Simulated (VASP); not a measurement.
Data:

```xyz
1
Lattice="-1.6229 1.6229 1.6229 1.6229 -1.6229 1.6229 1.6229 1.6229 -1.6229" Properties=species:S:1:pos:R:3 pbc="T T T"
Nb     0.0000     0.0000     0.0000
```

Level of theory: LDA (Ceperley-Alder, Perdew-Zunger), VASP's LDA PAW potentials (set 64) (plane waves; VASP 6.6.1). Run with 500 eV cut-off, 16×16×16 Γ-centred mesh, first-order Methfessel-Paxton smearing of 0.10 eV, potentials Nb_sv.

Energy and stress use the plane-wave basis of the starting cell.

Task: The ions, cell shape and volume at an external pressure of 5.0 GPa are relaxed. Predict the relaxed structure.

Result: 
```xyz
1
Lattice="-1.6104 1.6104 1.6104 1.6104 -1.6104 1.6104 1.6104 1.6104 -1.6104" Properties=species:S:1:pos:R:3 pbc="T T T"
Nb     0.0000     0.0000     0.0000
```
Space group Im-3m (229), at a tolerance of 0.03 Å.

Task: How do energy and volume change from the first to the last step?

Result: The energy (σ→0) changes by +5.8 meV/atom and the volume by -2.3 %, in 3 ionic steps.

The compound is Nb in the bcc structure. This run relaxes it under an external pressure of 5 GPa. Symmetry was kept, so distortions that lower it aren't found.
